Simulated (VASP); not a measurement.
OSZICAR of a VASP run on AuAl$_{2}$ (fluorite):

### OSZICAR
```
       N       E                     dE             d eps       ncg     rms          rms(c)
DAV:   1     0.597223925579E+02    0.59722E+02   -0.70060E+03  1152   0.116E+03
DAV:   2    -0.103804019223E+02   -0.70103E+02   -0.64660E+02  1300   0.200E+02
DAV:   3    -0.122363929638E+02   -0.18560E+01   -0.18241E+01  1432   0.317E+01
DAV:   4    -0.122523883875E+02   -0.15995E-01   -0.15937E-01  1296   0.348E+00
DAV:   5    -0.122526484199E+02   -0.26003E-03   -0.25943E-03  1424   0.468E-01    0.863E+00
DAV:   6    -0.112031007971E+02    0.10495E+01   -0.59574E+00  1276   0.274E+01    0.424E+00
DAV:   7    -0.111385801102E+02    0.64521E-01   -0.27637E-01  1212   0.624E+00    0.191E+00
DAV:   8    -0.111157968714E+02    0.22783E-01   -0.26270E-02  1304   0.131E+00    0.412E-01
DAV:   9    -0.111150842353E+02    0.71264E-03   -0.40829E-03  1276   0.769E-01    0.193E-01
DAV:  10    -0.111153146140E+02   -0.23038E-03   -0.39125E-04  1228   0.154E-01    0.369E-02
DAV:  11    -0.111153130175E+02    0.15965E-05   -0.92310E-06  1400   0.260E-02    0.145E-02
DAV:  12    -0.111153191687E+02   -0.61512E-05   -0.15299E-05  1208   0.258E-02    0.492E-03
DAV:  13    -0.111153187869E+02    0.38174E-06   -0.40026E-07  1380   0.700E-03    0.141E-03
DAV:  14    -0.111153189119E+02   -0.12501E-06   -0.77266E-08   840   0.205E-03    0.180E-04
DAV:  15    -0.111153189667E+02   -0.54780E-07   -0.46464E-09   656   0.734E-04
   1 F= -.11115319E+02 E0= -.11115319E+02  d E =0.000000E+00
```

**Question.** Which electronic solver shows in the log?

**Answer.** It is blocked Davidson (ALGO = Normal, or the opening steps of other solvers). The INCAR had ALGO = Normal.

**Question.** Can the final energy be trusted as converged?

**Answer.** The calculation finished and met its thresholds. It stopped with EDIFF = 1E-7, NELM = 100 (revPBE GGA, plane waves, VASP's PBE PAW potentials (set 64)).

The compound is AuAl2 in the fluorite structure. It was relaxed first. The electron count is odd and the run is not spin-polarised, which forces a metal.
